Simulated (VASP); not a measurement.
# TaN (relaxed from the WC structure, space group P-6m2): computed properties

Method: r2SCAN meta-GGA, VASP's PBE PAW potentials (set 64) (plane waves; VASP).

For TaN, the space group is P-6m2 (187). The cell is a = b = 2.940 Å, c = 2.889 Å, α = β = 90.00°, γ = 120.00° and the volume per atom is 10.82 Å³/atom. The band gap (over mesh and band path) is none (metal, semimetal or under 0.01 eV). The density is 14.97 g/cm³.

```
CELL_PARAMETERS angstrom
      2.94036     0.00000     0.00000
     -1.47018     2.54642     0.00000
      0.00000     0.00000     2.88914
ATOMIC_POSITIONS crystal
  Ta 0.00000 0.00000 0.00000
  N  0.66667 0.33333 0.50000
```

Unless said otherwise, spin-orbit coupling is left out, though it shifts the bands of the heavy elements here.

The structure was generated: TaN was put into the WC type (P-6m2), which need not be its known phase. It was relaxed first, which changed the volume by +10 %. Symmetry was kept, so distortions that lower it aren't found.
